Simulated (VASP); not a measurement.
**ZnSn2N2: equation of state with PBE**

ZnSn2N2:

```xyz
5
Lattice="3.3523 0.0000 0.0000 0.0000 3.3523 0.0000 0.0000 0.0000 8.0642" Properties=species:S:1:pos:R:3 pbc="T T T"
Sn    1.6762    1.6762    2.4663
Sn    1.6762    1.6762    5.5980
Zn    0.0000    0.0000    0.0000
N     0.0000    1.6762    6.8884
N     1.6762    0.0000    1.1758
```

The cell comes from a database or a generator and needn't be the stable form of this composition.

```
Program             : VASP 6.6.1
Task                : equation of state
Functional          : PBE
Potentials or basis : VASP PAW PBE potentials, release 64 (Sn_d, Zn, N)
Cutoff              : 520 eV
k mesh              : 8 × 8 × 4
Occupations         : fermi-dirac, width 0.05 eV
Spin                : no spin polarisation
```

* Equilibrium volume: 18.09 Å³/atom
* Bulk modulus at fixed shape and positions: 89 GPa
* Pressure derivative of the bulk modulus: 4.9

Energy against volume, from the lowest point:
| volume (Å³/atom) | energy (meV/atom) |
| --- | --- |
| 17.038 | 18.90 |
| 17.400 | 7.76 |
| 17.763 | 1.63 |
| 18.125 | 0.00 |
| 18.488 | 2.35 |
| 18.850 | 8.26 |
| 19.213 | 17.29 |

All runs of the series together: 17 min on 1 thread of Intel(R) Xeon(R) Platinum 8259CL CPU @ 2.50GHz (Skylake/Cascade Lake), on a shared host.

Caveat: the cell was scaled at fixed shape and fractional positions, which overstates the stiffness of a crystal with free parameters, most of all of layers and chains.
